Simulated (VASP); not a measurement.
**A VASP study of AgCl (Chlorargyrite) (r2SCAN + rVV10): structure first, properties next**

Aim: relax AgCl (Chlorargyrite), then compute properties on the relaxed cell. The steps: relaxing cell and atoms (r2SCAN + rVV10), second relaxation, density, ELF and potential (r2SCAN + rVV10), bands along the symmetry lines (r2SCAN + rVV10), density of states (r2SCAN + rVV10), dielectric tensor and Born charges (r2SCAN + rVV10) and zone-centre phonons (r2SCAN + rVV10). The start is a cell from a database of measured crystal structures.

Main program and level: VASP 6.6.1; r2SCAN with rVV10; plane waves and PAW (Ag, Cl).

Most raw output is cut from this account.

The database entry behind the starting cell differs from later determinations by our own check (an axis about 1.4 % short against later determinations), so it need not match the best structure at ambient conditions.

## 1. The structure

Before any relaxation, the start is as follows. The structure is cubic, space group Fm-3m (No. 225). Conventional cell: a = 5.470 Å, b = 5.470 Å, c = 5.470 Å, α = 90.00°, β = 90.00°, γ = 90.00°. Ag has 6 Cl at 2.73 Å nearest. Nearest to Cl lie 6 Ag at 2.73 Å. Farther neighbours and most contacts between anions are not listed.

## 2. Relaxing cell and atoms (r2SCAN + rVV10)

The start need not lie at this functional's minimum. ISIF = 3 frees volume, shape and positions, and EDIFFG sets the threshold on forces and stress at which the search stops. r2SCAN adds the kinetic-energy density, costs more than a GGA and is run with LASPH. LUSE_VDW switches on a nonlocal correlation term for dispersion.

The input, INCAR:

```
SYSTEM = AgCl
PREC = Accurate
ENCUT = 400
EDIFF = 1E-06
NELM = 100
ISMEAR = 0
SIGMA = 0.05
LREAL = .FALSE.
ALGO = Normal
METAGGA = R2SCAN
LUSE_VDW = .TRUE.
IVDW_NL = 2
BPARAM = 11.95
CPARAM = 0.0093
LASPH = .TRUE.
NBANDS = 15
LORBIT = 11
LWAVE = .FALSE.
LCHARG = .FALSE.
KPAR = 2
IBRION = 2
NSW = 60
ISIF = 3
EDIFFG = -0.01
```

The input, POSCAR:

```
AgCl
1.0
    0.0000000000      2.7350000000      2.7350000000
    2.7350000000      0.0000000000      2.7350000000
    2.7350000000      2.7350000000      0.0000000000
Ag Cl
1 1
Direct
    0.0000000000      0.0000000000      0.0000000000
    0.5000000000      0.5000000000      0.5000000000
```

The input, KPOINTS:

```
Automatic mesh
0
Gamma
7 7 7
0 0 0
```

The projector-augmented-wave data sets are Ag and Cl (PBE family, release 64).

The run is started by

```console
> mpirun -np 2 vasp_std
```

The job ended after 2.7 min (2 MPI ranks of AMD EPYC 7R43, shared host; peak memory 0.43 GiB; 5 min of CPU time).

The gap is read on the k-mesh alone, so it is an upper bound where the band edges lie off the mesh. The PAW data sets were made with PBE, which is usual practice but a small mismatch for other functionals. The run keeps the 48 symmetry operations of its start, so it cannot find a distortion of lower symmetry.

The steps of the relaxation:

| step | energy less that of the first step (eV) | largest force (eV/Å) | pressure (GPa) | volume (Å³) |
| --- | --- | --- | --- | --- |
| 1 | 0.0000 | 0.0000 | 0.76 | 40.92 |
| 2 | -0.0013 | 0.0000 | -0.06 | 41.50 |

| conventional cell, symmetrised | before | after | change |
| --- | --- | --- | --- |
| a (Å) | 5.470 | 5.496 | +0.5 % |
| b (Å) | 5.470 | 5.496 | +0.5 % |
| c (Å) | 5.470 | 5.496 | +0.5 % |
| volume (Å³/atom) | 20.46 | 20.75 | +1.4 % |

Final coordinates:

```xyz
2
Lattice="0.0000 2.7479 2.7479 2.7479 0.0000 2.7479 2.7479 2.7479 0.0000" Properties=species:S:1:pos:R:3 pbc="T T T"
Ag    0.0000    0.0000    0.0000
Cl    2.7479    2.7479    2.7479
```

Numbers from this step:

```yaml
electrons: 18
bands: 15
irreducible_k_points: 20
symmetry_operations: 48
free_energy_toten: -28.09 eV
fermi_energy: 4.114 eV
pressure: -0.05856 GPa
metallic: no
valence_top_at_k: 0.4286, 0, 0
conduction_bottom_at_k: 0, 0, 0
least_direct_gap_at_k: 0.1429, 0, 0
scf_cycles_over_all_ionic_steps: 21
gap_on_the_k_mesh: 1.444 eV
least_direct_gap_on_the_k_mesh: 3.806 eV
```

It ends with forces that vanish by symmetry and a pressure of -0.06 GPa. The volume lies +1.4 % from that of the database's start.

## 3. Second relaxation

The basis stayed that of the start cell while the cell moved. A rerun from the cell reached resets it; the error of the finite cutoff stays.

INCAR is that of step 2.

The input, POSCAR:

```
AgCl
1.0
    0.0000000000      2.7478564130      2.7478564130
    2.7478564130      0.0000000000      2.7478564130
    2.7478564130      2.7478564130      0.0000000000
Ag Cl
1 1
Direct
    0.0000000000      0.0000000000      0.0000000000
    0.5000000000      0.5000000000      0.5000000000
```

KPOINTS is that of step 2.

The run is started by

```console
> mpirun -np 2 vasp_std
```

Run time: 88 s. Hardware: 2 MPI ranks; peak memory 0.42 GiB; 2.8 min of CPU time.

Little changed from the start: no atom moved by 0.005 Å and no cell edge by 0.1 %.

This step gave:

| Property | Result |
| --- | --- |
| Fermi energy | 4.120 eV |
| pressure | -0.06316 GPa |
| SCF cycles over all ionic steps | 14 |

It ends with forces that vanish by symmetry and a pressure of -0.06 GPa. The volume moved by under 0.01 %: the run met its threshold at the first step.

## 4. Density, ELF and potential (r2SCAN + rVV10)

A single point on the relaxed cell gives a clean self-consistent state, with density, ELF and potential written out.

Edit INCAR of step 3 so:

```diff
@@ -18,7 +18,5 @@
 LWAVE = .FALSE.
-LCHARG = .FALSE.
-KPAR = 2
-IBRION = 2
-NSW = 60
-ISIF = 3
-EDIFFG = -0.01
+LCHARG = .TRUE.
+ISIF = 2
+LELF = .TRUE.
+LVHAR = .TRUE.
```

POSCAR is that of step 3.

KPOINTS is that of step 3.

The run is started by

```console
> mpirun -np 2 vasp_std
```

Wall time 87 s (2 MPI ranks); peak memory 0.29 GiB; 2.7 min of CPU time.

Numbers from this step:

* SCF cycles: 14
* bands: 16
* Fermi energy: 4.077 eV
* pressure: -0.05886 GPa

Valence electrons inside each PAW sphere by angular momentum. Sphere charges, by row:

| atom | s (e) | p (e) | d (e) | tot (e) |
| --- | --- | --- | --- | --- |
| Ag1 | 0.2 | 0.143 | 9.387 | 9.729 |
| Cl2 | 1.609 | 3.511 | 0 | 5.119 |

Valence density in the ac plane of the conventional cell at fractional y = 0.000, with atoms of Ag and Cl within 0.2 Å of it. It is the smooth field of the valence electrons, not physical close to the nuclei.

Ten even steps from '_' (0.1 e/Å³) to '@' (7.2 e/Å³), each cell a mean:
```
%%==..____..::......______--##
--::________........______..--
______________________________
______________________________
______________________________
....________..--::..______....
..::..____..==%%**::______....
__::..____..++@@%%--______....
::..______..--++==..______..::
..__________......__________..
______________________________
______________________________
..____________....__________..
++--________..::::..______::==
@@++..____..::__....______--%%
```
Columns run along a (5.5 Å), rows up along c (5.5 Å), edges of the conventional cell, whose origin can differ from the input's. Atoms in or near the plane, at fractional coordinates: Ag at (0.00, 0.00), Ag at (0.50, 0.50), Cl at (0.50, 0.00), Cl at (0.00, 0.50).

ELF in the ac plane of the conventional cell at fractional y = 0.000, with atoms of Ag and Cl within 0.2 Å of it. It is the smooth field of the valence electrons, not physical close to the nuclei.

Ten even steps from '0' (0.00) to '9' (0.85), each cell a mean:
```
002159968972210
122148999961121
221025788630112
211001222100012
875101122100367
998312211211699
799412000122898
599512000122896
899412100212799
997211222211589
542101111100245
110012454310011
221027999851122
012149999971220
002159857982210
```
Columns run along a (5.5 Å), rows up along c (5.5 Å), edges of the conventional cell, whose origin can differ from the input's. Atoms in or near the plane, at fractional coordinates: Ag at (0.00, 0.00), Ag at (0.50, 0.50), Cl at (0.50, 0.00), Cl at (0.00, 0.50).

Electrostatic potential energy in the ac plane of the conventional cell at fractional y = 0.000, with atoms of Ag and Cl within 0.2 Å of it. With pseudopotentials it is smooth inside the atoms' cores, unlike the true potential.

Ten even steps from '0' (-89 eV) to '9' (4 eV), each cell a mean:
```
247998201599853
568999745899975
899999999999998
999999999999999
999999988999999
579998655799985
038997423589951
027996322589940
148997534699972
789999767899998
999999999999999
999999999999999
789999878999987
358998423799964
237997100599852
```
Columns run along a (5.5 Å; values clipped at the 3rd and 97th percentile), rows up along c (5.5 Å), edges of the conventional cell, whose origin can differ from the input's. Atoms in or near the plane, at fractional coordinates: Ag at (0.00, 0.00), Ag at (0.50, 0.50), Cl at (0.50, 0.00), Cl at (0.00, 0.50).

In this run the pressure is -0.06 GPa, small enough to go on.

## 5. Bands along the symmetry lines (r2SCAN + rVV10)

Levels along the symmetry lines show where the bands peak and cross; KPOINTS_OPT computes them in the converged potential.

Edit INCAR of step 4 so:

```diff
@@ -15,8 +15,6 @@
 LASPH = .TRUE.
-NBANDS = 15
+NBANDS = 21
 LORBIT = 11
 LWAVE = .FALSE.
-LCHARG = .TRUE.
-ISIF = 2
-LELF = .TRUE.
-LVHAR = .TRUE.
+LCHARG = .FALSE.
+KPAR = 2
```

POSCAR is that of step 4.

KPOINTS is that of step 4.

The input, KPOINTS_OPT:

```
Line mode
16
Line-mode
Reciprocal
  0.00000000   0.00000000   0.00000000 GAMMA
  0.50000000   0.00000000   0.50000000 X

  0.50000000   0.00000000   0.50000000 X
  0.50000000   0.25000000   0.75000000 W

  0.50000000   0.25000000   0.75000000 W
  0.37500000   0.37500000   0.75000000 K

  0.37500000   0.37500000   0.75000000 K
  0.00000000   0.00000000   0.00000000 GAMMA

  0.00000000   0.00000000   0.00000000 GAMMA
  0.50000000   0.50000000   0.50000000 L

  0.50000000   0.50000000   0.50000000 L
  0.62500000   0.25000000   0.62500000 U

  0.62500000   0.25000000   0.62500000 U
  0.50000000   0.25000000   0.75000000 W

  0.50000000   0.25000000   0.75000000 W
  0.50000000   0.50000000   0.50000000 L

  0.50000000   0.50000000   0.50000000 L
  0.37500000   0.37500000   0.75000000 K

  0.62500000   0.25000000   0.62500000 U
  0.50000000   0.00000000   0.50000000 X
```

The run is started by

```console
> mpirun -np 2 vasp_std
```

Run time: 5.2 min. Hardware: 2 MPI ranks; peak memory 0.45 GiB.

Spin-orbit coupling is off here; it would split degenerate levels.

This step gave:

| Quantity | Value |
| --- | --- |
| SCF cycles | 13 |
| bands | 21 |
| Fermi energy | 4.052 eV |
| pressure | -0.08823 GPa |
| least gap on mesh and path | 1.364 eV |
| least direct gap on mesh and path | 3.567 eV |
| valence top at k | 0.5, 0.5, 0.5 |
| least direct gap at k | 0.05, 0.05, 0.1 |

The electronic bands at the labelled points (eV, zero at the valence-band top; v1 is the highest filled band, c1 the lowest empty one):

| point | v4 | v3 | v2 | v1 | c1 | c2 | c3 | c4 |
| --- | --- | --- | --- | --- | --- | --- | --- | --- |
| Γ | -2.55 | -2.55 | -2.50 | -2.50 | 1.36 | 11.28 | 11.28 | 11.28 |
| 0.53 of the way | -2.39 | -1.86 | -1.86 | -1.33 | 3.99 | 7.86 | 8.93 | 10.84 |
| X | -2.30 | -2.04 | -2.04 | -1.91 | 2.85 | 8.24 | 9.27 | 12.45 |
| 0.47 of the way | -2.04 | -2.03 | -2.02 | -1.56 | 3.50 | 8.15 | 8.94 | 10.73 |
| W | -2.09 | -2.04 | -2.01 | -1.20 | 4.74 | 8.30 | 8.30 | 8.68 |
| 0.53 of the way | -2.09 | -1.96 | -1.80 | -1.16 | 4.39 | 7.78 | 8.54 | 9.68 |
| K | -2.10 | -1.92 | -1.69 | -1.10 | 4.12 | 7.65 | 8.64 | 10.56 |
| 0.47 of the way | -2.21 | -1.80 | -1.74 | -0.18 | 4.53 | 7.59 | 8.34 | 9.30 |
| Γ | -2.55 | -2.55 | -2.50 | -2.50 | 1.36 | 11.28 | 11.28 | 11.28 |
| 0.53 of the way | -2.34 | -2.06 | -0.76 | -0.76 | 3.58 | 8.08 | 9.58 | 9.58 |
| L | -2.16 | -1.83 | 0.00 | 0.00 | 4.55 | 7.30 | 8.17 | 8.17 |
| 0.47 of the way | -2.15 | -1.88 | -0.76 | -0.32 | 5.44 | 6.07 | 8.63 | 8.90 |
| U | -2.10 | -1.92 | -1.69 | -1.10 | 4.12 | 7.65 | 8.64 | 10.56 |
| 0.53 of the way | -2.09 | -1.96 | -1.83 | -1.17 | 4.45 | 7.83 | 8.52 | 9.51 |
| W | -2.09 | -2.04 | -2.01 | -1.20 | 4.74 | 8.30 | 8.30 | 8.68 |
| 0.47 of the way | -2.16 | -1.91 | -1.11 | -0.57 | 5.45 | 6.22 | 8.57 | 9.21 |
| L | -2.16 | -1.83 | 0.00 | 0.00 | 4.55 | 7.30 | 8.17 | 8.17 |
| 0.47 of the way | -2.15 | -1.88 | -0.76 | -0.32 | 5.44 | 6.07 | 8.63 | 8.90 |
| K | -2.10 | -1.92 | -1.69 | -1.10 | 4.12 | 7.65 | 8.64 | 10.56 |
| jump to U | -2.10 | -1.92 | -1.69 | -1.10 | 4.12 | 7.65 | 8.64 | 10.56 |
| 0.47 of the way | -2.05 | -2.00 | -1.81 | -1.80 | 3.26 | 8.11 | 9.05 | 11.71 |
| X | -2.30 | -2.04 | -2.04 | -1.91 | 2.85 | 8.24 | 9.27 | 12.45 |

Of the projections kept (Ag, Cl), the largest for each band there; the rest of the weight can lie on other orbitals:

| point | v4 | v3 | v2 | v1 | c1 | c2 | c3 | c4 |
| --- | --- | --- | --- | --- | --- | --- | --- | --- |
| Γ | Ag 1.00 | Ag 1.00 | Ag 1.00 | Ag 1.00 | Ag 0.70 | Ag 1.00 | Ag 1.00 | Ag 1.00 |
| X | Ag 1.00 | Ag 1.00 | Ag 1.00 | Ag 0.97 | Ag 0.96 | Ag 1.00 | Cl 0.69 | Ag 0.66 |
| W | Ag 0.90 | Ag 1.00 | Ag 0.98 | Ag 0.83 | Ag 0.74 | Cl 0.53 | Cl 0.53 | Ag 0.88 |
| K | Ag 1.00 | Ag 0.94 | Ag 0.91 | Ag 0.73 | Ag 0.85 | Ag 0.62 | Cl 0.64 | Ag 0.77 |
| Γ | Ag 1.00 | Ag 1.00 | Ag 1.00 | Ag 1.00 | Ag 0.70 | Ag 1.00 | Ag 1.00 | Ag 1.00 |
| L | Ag 1.00 | Ag 0.92 | Ag 0.61 | Ag 0.61 | Ag 0.72 | Ag 0.56 | Ag 1.00 | Ag 1.00 |

The path lowers the gap by 0.08 eV against the mesh alone, so a band edge lies off the mesh.

## 6. Density of states (r2SCAN + rVV10)

A density of states needs more k-points than a total energy; ISMEAR = -5 takes tetrahedra, and LORBIT projects the states on the PAW spheres. The mesh is finer than in the run before.

Edit INCAR of step 5 so:

```diff
@@ -5,3 +5,3 @@
 NELM = 100
-ISMEAR = 0
+ISMEAR = -5
 SIGMA = 0.05
@@ -20 +20,2 @@
 KPAR = 2
+NEDOS = 2001
```

POSCAR is that of step 5.

The input, KPOINTS:

```
Automatic mesh
0
Gamma
10 10 10
0 0 0
```

The run is started by

```console
> mpirun -np 2 vasp_std
```

It took 3.2 min on 2 MPI ranks; peak memory 0.47 GiB; 6.1 min of CPU time.

This step gave:

| Property | Result |
| --- | --- |
| irreducible k-points | 47 |
| Fermi energy | 3.893 eV |
| pressure | -0.1016 GPa |
| valence top at k | 0.5, 0, 0 |
| least direct gap at k | 0.1, 0, 0 |
| gap on the k-mesh | 1.363 eV |
| least direct gap on the k-mesh | 3.690 eV |

The density of states has structure finer than the step of the table below, so its rows give means over 1 eV, whole bins alone (the curve runs from -12.0 to 9.24 eV). Peaks (eV: height): total -4.4: 9.19, -2.2: 12.5, -1.9: 14.8, 8.5: 5.22; Ag d -4.4: 2.91, -2.2: 11.6, -1.9: 12.2; Cl p -4.9: 1.41, -4.4: 3.53, -1.9: 1.27, 8.5: 0.630; Ag s -5.0: 0.200, -1.9: 0.165, 4.7: 0.384, 6.5: 0.178; Ag p -4.4: 0.120, 8.5: 0.74.

States under -12.0 eV and over 9.2 eV are left out. The density of states by energy, zero at the valence-band top; means over each step; values in states/eV/cell:

| energy (eV) | total | Ag d | Cl p | Ag s | Ag p |
| --- | --- | --- | --- | --- | --- |
| -7 | 0 | 0 | 0 | 0 | 0 |
| -6 | 0.0182 | 0.00189 | 0.00698 | 0.00186 | 4.1e-5 |
| -5 | 1.90 | 0.262 | 0.776 | 0.108 | 0.0313 |
| -4 | 3.81 | 1.13 | 1.51 | 0.0188 | 0.0600 |
| -3 | 0.753 | 0.485 | 0.135 | 0.00123 | 0.00471 |
| -2 | 6.71 | 5.75 | 0.388 | 0.0355 | 0.0150 |
| -1 | 2.11 | 1.32 | 0.478 | 0.0220 | 0.0197 |
| 0 | 0.742 | 0.420 | 0.235 | 0.00132 | 0.00395 |
| 1 | 2.2e-4 | 0 | 9.2e-6 | 7.9e-5 | 0 |
| 2 | 0.0391 | 2.1e-4 | 0.00397 | 0.0126 | 5.5e-4 |
| 3 | 0.194 | 0.00209 | 0.0219 | 0.0730 | 0.00409 |
| 4 | 0.713 | 0.0119 | 0.0967 | 0.265 | 0.0234 |
| 5 | 1.03 | 0.0163 | 0.138 | 0.303 | 0.0708 |
| 6 | 0.281 | 0.00427 | 0.0371 | 0.0578 | 0.0307 |
| 7 | 0.925 | 0.0212 | 0.101 | 0.105 | 0.131 |
| 8 | 1.51 | 0.0903 | 0.160 | 0.0310 | 0.191 |

The gap on this mesh is 1.36 eV. In the top eV of the valence band the largest shares in the PAW spheres are Ag d 58 % and Cl p 28 %. The rest lies in smaller channels or between the spheres.

## 7. Dielectric tensor and Born charges (r2SCAN + rVV10)

The response to a static field gives the electronic dielectric tensor and the Born charges. It needs tightly converged orbitals, hence the small EDIFF.

The input, INCAR:

```
SYSTEM = AgCl
PREC = Accurate
ENCUT = 400
EDIFF = 1E-07
NELM = 100
ISMEAR = 0
SIGMA = 0.01
LREAL = .FALSE.
ALGO = Normal
METAGGA = R2SCAN
LUSE_VDW = .TRUE.
IVDW_NL = 2
BPARAM = 11.95
CPARAM = 0.0093
LASPH = .TRUE.
NBANDS = 15
LORBIT = 11
LWAVE = .FALSE.
LCHARG = .FALSE.
LCALCEPS = .TRUE.
LPEAD = .TRUE.
```

POSCAR is that of step 6.

The input, KPOINTS:

```
Automatic mesh
0
Gamma
6 6 6
0 0 0
```

The run is started by

```console
> mpirun -np 2 vasp_std
```

Elapsed: 32 min, on 2 MPI ranks; peak memory 0.46 GiB.

Energies printed during the response cycles are not total energies of the cell. The log warns that the applied field is near the limit of Zener tunnelling for this mesh, so the response is less certain.

Numbers from this step:

```yaml
bands: 16
irreducible_k_points: 16
```

Electronic dielectric tensor with local fields:

```
4.64 0.00 0.00
0.00 4.64 0.00
0.00 0.00 4.64
```

Born effective charge (e), principal values of the symmetric part by kind of site:

| atom | atoms with these values | low | middle | high | mean |
| --- | --- | --- | --- | --- | --- |
| Ag1 | 1 | 1.51 | 1.51 | 1.51 | 1.51 |
| Cl2 | 1 | -1.51 | -1.51 | -1.51 | -1.51 |

In full for Ag1:

```
1.51 0.00 0.00
0.00 1.51 0.00
0.00 0.00 1.51
```

The Born charges sum to zero; the printed set may have that rule imposed, so this is no test. The mean Born charge of Cl, -1.51 e, exceeds its nominal -1, the mark of charge that flows along bonds as atoms move.

## 8. Zone-centre phonons (r2SCAN + rVV10)

Zone-centre modes test whether the atoms sit at a minimum within this cell. IBRION = 6 takes the force constants from differences of forces between displaced cells, so the forces must be tight.

The input, INCAR:

```
SYSTEM = AgCl
PREC = Accurate
ENCUT = 400
EDIFF = 1E-08
NELM = 100
ISMEAR = 0
SIGMA = 0.05
LREAL = .FALSE.
ALGO = Normal
METAGGA = R2SCAN
LUSE_VDW = .TRUE.
IVDW_NL = 2
BPARAM = 11.95
CPARAM = 0.0093
LASPH = .TRUE.
NBANDS = 15
LORBIT = 11
LWAVE = .FALSE.
LCHARG = .FALSE.
KPAR = 2
IBRION = 6
NFREE = 2
POTIM = 0.015
ISIF = 2
NSW = 1
```

POSCAR is that of step 7.

The input, KPOINTS:

```
Automatic mesh
0
Gamma
7 7 7
0 0 0
```

The run is started by

```console
> mpirun -np 2 vasp_std
```

Run time: 8.3 min. Hardware: 2 MPI ranks; peak memory 0.47 GiB.

The last energy, forces, stress and levels in OUTCAR belong to the last displaced cell, not to the cell of POSCAR.

Numbers from this step:

| Property | Result |
| --- | --- |
| bands | 15 |
| irreducible k-points | 20 |
| pressure of the cell | -0.03965 GPa |
| largest force of the cell | 0 eV/Å |

Transverse limit, no LO-TO splitting. The modes at Γ (shares of kinetic energy by element, %):

| mode | frequency (cm⁻¹) | symmetry | Ag % | Cl % |
| --- | --- | --- | --- | --- |
| 1 | -0.2 | acoustic | 75 | 25 |
| 2 | -0.2 | acoustic | 75 | 25 |
| 3 | -0.2 | acoustic | 75 | 25 |
| 4 | 126.8 | T1u | 25 | 75 |
| 5 | 126.8 | T1u | 25 | 75 |
| 6 | 126.8 | T1u | 25 | 75 |

Displacements in mode 4 (126.8 cm⁻¹), the largest set to 1:
```
Ag1  0.00  0.00 -0.33
Cl2  0.00  0.00  1.00
```

The three acoustic modes lie within 0.2 cm⁻¹ of zero, and all others are real. Born charges and mode vectors give each infrared mode its dipole; summed over the modes, dipole squared over frequency squared adds 6.33 to the electronic 4.64, for a mean static constant of 11.0. With one infrared mode the Lyddane-Sachs-Teller relation, LO/TO = (ε0/ε∞)^½, puts the longitudinal line at 195 cm⁻¹. By the characters of their eigenvectors the optical modes sort into (cm⁻¹) infrared active: T1u 127.

## 9. Results

| Property | Result |
| --- | --- |
| relaxed volume | 20.75 Å³/atom |
| relaxed conventional cell a, b, c | 5.496, 5.496, 5.496 Å |
| space group after relaxing, within 0.02 Å | Fm-3m (No. 225) |
| band gap | 1.36 eV, indirect (least direct gap of that run 3.57 eV) |
| gap among the points of the DOS mesh alone, an upper bound | 1.36 eV |
| electronic dielectric constant, mean | 4.64 |
| static dielectric constant from modes and Born charges, mean | 11.0 |
| LO mode by the Lyddane-Sachs-Teller relation | 195 cm⁻¹ |
| highest zone-centre mode | 127 cm⁻¹ |

In words: With r2SCAN + rVV10, AgCl (Chlorargyrite) relaxes to 20.75 Å³/atom in space group Fm-3m (held by the symmetry of the run) and has an indirect gap of 1.36 eV. Against the listed cell the volume lies +1.4 %. Bands along the symmetry lines (r2SCAN + rVV10): On this path the gap is indirect, 1.36 eV, with the valence top at L and the conduction bottom at Γ. The least direct gap is 3.57 eV. Dielectric tensor and Born charges (r2SCAN + rVV10): The electronic dielectric tensor with local fields is isotropic, 4.64. Dielectric tensor and Born charges (r2SCAN + rVV10): Mean Born effective charge: Ag1 1.51, Cl2 -1.51 e. Zone-centre phonons (r2SCAN + rVV10): The highest mode in this list at Γ, 126.8 cm⁻¹, is mostly motion of Cl (75 % of the kinetic energy). Semilocal functionals usually underestimate gaps. Spin-orbit coupling is left out; it would split some degenerate bands. Modes at Γ alone can't show that the crystal is stable at other wave vectors, and the LO-TO splitting is not included. No search among competing phases was made, and a listed structure need not be the one stable at ambient conditions. All values are for a static lattice at zero temperature.

[Lines on the potential files, build, host, timing and source positions are cut from VASP's logs without a mark.]

[Logs are printed without paths, hosts, clocks, repeated set-up lines and the standing remarks that a program may print on its own settings, such as how far it seeks lower states.]

[Hosts, paths, dates, database ids (printed as entryN), source tags and the programs' standing remarks are cut or masked in the printed files.]

[A measured line is paired with the nearest computed mode of its activity, which favours agreement.]
